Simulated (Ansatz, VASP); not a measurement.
## ReF2 in VASP and in Ansatz

```
Re F
1.0
     0.00000    2.64057    2.64057
     2.64057    0.00000    2.64057
     2.64057    2.64057    0.00000
Re F
1 2
Cartesian
  0.0000 0.0000 0.0000
  1.3203 1.3203 1.3203
  3.9609 3.9609 3.9609
```

Alike in both runs: functional PBE; k mesh 6 × 6 × 6; occupations gaussian, width 0.1 eV; collinear spin.

Ansatz relaxed the structure, and its values are those at the end. VASP's run is a single point on that final structure, the one shown.

|  | VASP | Ansatz |
| --- | --- | --- |
| version | VASP 6.6.1 | Ansatz 0.2.0 |
| potentials or method | VASP PAW PBE potentials, release 64 (Re, F) | scalar-relativistic, plane waves, PAW |
| plane-wave cutoff (eV) | 520 | 420 |
| valence electrons in the cell | 21 | 29 |

```tsv
	VASP	Ansatz	Ansatz less VASP
gap on the k mesh at the Fermi level (eV)	none	none	-
pressure (GPa)	-0.2	0.1	+0.28
net moment per atom (μB)	0.30	0.30	+0.001
size of the moment on the site where the two differ most (μB)	0.81	0.59	-0.226
```

Site moments also hang on the region over which each program counts them. A gap of «none» marks a metal or a gap that the smearing closes. The two sets of potentials don't hold the same shells in valence.

The runs have no spin-orbit coupling, so splittings on Re are missing.
